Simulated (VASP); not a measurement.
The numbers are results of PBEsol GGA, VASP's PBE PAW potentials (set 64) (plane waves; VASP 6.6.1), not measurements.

A VASP calculation is set up with these files.

File POSCAR:
```
GaAs
1
    0.0000000000     2.8426282910     2.8426282910
    2.8426282910     0.0000000000     2.8426282910
    2.8426282910     2.8426282910     0.0000000000
Ga As
1 1
Direct
  0.0000000000   0.0000000000   0.0000000000
  0.2500000000   0.2500000000   0.2500000000
```

INCAR:
```
# general
SYSTEM   =  GaAs
PREC     =  Accurate
ENCUT    =  480
LREAL    =  .FALSE.
LASPH    =  .TRUE.

# electronic loop
EDIFF    =  1E-7
NELM     =  100
ALGO     =  Normal
LMAXMIX  =  4

# smearing
ISMEAR   =  0
SIGMA    =  0.05

# functional
GGA      =  PS

# ions
IBRION   =  2
NSW      =  30
ISIF     =  2
EDIFFG   =  -0.01

# output
LWAVE    =  .FALSE.
LCHARG   =  .FALSE.
```

KPOINTS:
```
Automatic mesh
0
Gamma
8 8 8
0 0 0
```

POTCAR, in this order: Ga_d As (PBE.64 set). Program: vasp_std.

Question: What does the run give for the energy per atom (σ→0), band gap (on the k-mesh)?

Answer: 
```json
{
  "energy per atom (σ→0)": "-4.543 eV/atom",
  "band gap (on the k-mesh)": "0.33 eV"
}
```

File OSZICAR:
```
...
DAV:   6    -0.911856676644E+01    0.16293E+00   -0.27604E-01  1182   0.111E+01    0.171E+00
DAV:   7    -0.908756453369E+01    0.31002E-01   -0.66601E-02  1091   0.240E+00    0.535E-01
DAV:   8    -0.908570650656E+01    0.18580E-02   -0.95407E-03   894   0.135E+00    0.949E-02
DAV:   9    -0.908587912991E+01   -0.17262E-03   -0.77889E-04   928   0.394E-01    0.454E-02
DAV:  10    -0.908590706664E+01   -0.27937E-04   -0.53650E-05  1048   0.786E-02    0.243E-02
DAV:  11    -0.908592858509E+01   -0.21518E-04   -0.27161E-05   844   0.571E-02    0.214E-03
DAV:  12    -0.908592865969E+01   -0.74600E-07   -0.80587E-07   903   0.147E-02
   1 F= -.90859287E+01 E0= -.90859287E+01  d E =-.908593E+01
```

The compound is GaAs in the zinc blende structure. This cell was strained or had an atom moved on purpose.
